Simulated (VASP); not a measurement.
A run of VASP 6.6.1:

POSCAR

```
InSe
1.0
    4.0500000000      0.0000000000      0.0000000000
   -2.0250000000      3.5074028853      0.0000000000
    0.0000000000      0.0000000000     16.9300000000
In Se
4 4
Direct
    0.3333333333      0.6666666667      0.1570000000
    0.6666666667      0.3333333333      0.6570000000
    0.3333333333      0.6666666667      0.3430000000
    0.6666666667      0.3333333333      0.8430000000
    0.3333333333      0.6666666667      0.6020000000
    0.6666666667      0.3333333333      0.1020000000
    0.3333333333      0.6666666667      0.8980000000
    0.6666666667      0.3333333333      0.3980000000
```

Contents of INCAR.step1:

```
PREC = Accurate ; ENCUT = 400
EDIFF = 1E-5 ; ISMEAR = 0
SIGMA = 0.02 ; LREAL = F
LASPH = T ; NELM = 80
ALGO = Normal ; ISIF = 2
LWAVE = T ; LCHARG = F
GGA = PE
```

The input INCAR.step2:

```
PREC = Accurate ; ENCUT = 400
EDIFF = 1E-6 ; ISMEAR = 0
SIGMA = 0.02 ; LREAL = F
LASPH = T ; NELM = 80
ALGO = Normal ; ISIF = 2
LWAVE = F ; LCHARG = F
METAGGA = MBJ ; ISTART = 1
```

The input KPOINTS:

```
regular mesh
0
Gamma
  12 12 2
```

Potentials or basis: VASP PAW PBE potentials, release 64 (In_d, Se).

Command:

```console
$ cat potpaw_PBE.64/In_d/POTCAR potpaw_PBE.64/Se/POTCAR > POTCAR
$ cp INCAR.step1 INCAR
$ mpirun -np 1 vasp_std > vasp.out
$ cp INCAR.step2 INCAR
$ mpirun -np 1 vasp_std > vasp.out
```

Hardware: 1 thread of Intel(R) Xeon(R) 6975P-C (Granite Rapids), on a shared host.

Question: Estimate the wall time of this run.

Answer: It took 11 min on 1 thread of Intel(R) Xeon(R) 6975P-C (Granite Rapids), on a shared host, peak memory 0.45 GiB. Counts: scf iterations 54, k points 38.
